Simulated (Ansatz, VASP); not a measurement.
## NbB2: VASP beside Ansatz

```
Nb B
1.0
     3.13991    0.00000    0.00000
    -1.56996    2.71925    0.00000
     0.00000    0.00000    3.36376
Nb B
1 2
Direct
  0.00000 0.00000 0.00000
  0.33333 0.66667 0.50000
  0.66667 0.33333 0.50000
```

Alike in both runs: task single point; functional LDA; k mesh 11 × 11 × 9; occupations fermi-dirac, width 0.1 eV; no spin polarisation.

|  | VASP | Ansatz |
| --- | --- | --- |
| version | VASP 6.6.1 | Ansatz 0.2.0 |
| potentials or method | VASP PAW LDA potentials, release 64 (Nb_sv, B) | plane waves, PAW |
| plane-wave cutoff (eV) | 520 | 500 |
| valence electrons in the cell | 19 | 19 |

|  | VASP | Ansatz | Ansatz less VASP |
| --- | --- | --- | --- |
| pressure (GPa) | -18.8 | -18.8 | -0.04 |
| largest component of the traceless stress (GPa) | 0.41 | 0.52 | +0.115 |

Caveats: so large a pressure means that the cell lies far from this level's equilibrium, or that cutoff or potentials fall short (VASP).
